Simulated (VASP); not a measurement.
A run of VASP 6.6.1:

Contents of INCAR:

```
SYSTEM = CuB2
PREC = Accurate
ENCUT = 520
EDIFF = 1E-6
ISMEAR = 0
SIGMA = 0.05
LREAL = .FALSE.
LASPH = .TRUE.
NELM = 100
ALGO = Fast
ISIF = 2
LWAVE = .FALSE.
LCHARG = .FALSE.
GGA = PS
NBANDS = 16
```

Contents of KPOINTS:

```
regular mesh
0
G
  12 12 10
  0 0 0
```

The input POSCAR:

```
CuB2
1.0
    2.9763517577      0.0000000000      0.0000000000
   -1.4881758789      2.5775962328      0.0000000000
    0.0000000000      0.0000000000      3.2884267810
Cu B
1 2
Direct
    0.0000000000      0.0000000000      0.0000000000
    0.3333333333      0.6666666667      0.5000000000
    0.6666666667      0.3333333333      0.5000000000
```

Potentials or basis: VASP PAW PBE potentials, release 64 (Cu, B).

Launch:

```sh
$ cat potpaw_PBE.64/Cu/POTCAR potpaw_PBE.64/B/POTCAR > POTCAR
$ mpirun -np 1 vasp_std > vasp.out
```

Hardware: 1 thread of Intel(R) Xeon(R) Platinum 8559C (Emerald Rapids) (shared host).

Task: How long does it take, and how much memory?

Result: Run time: 29 s on 1 thread of Intel(R) Xeon(R) Platinum 8559C (Emerald Rapids), on a shared host, peak memory 0.16 GiB. Counts: scf iterations 18, k points 114.
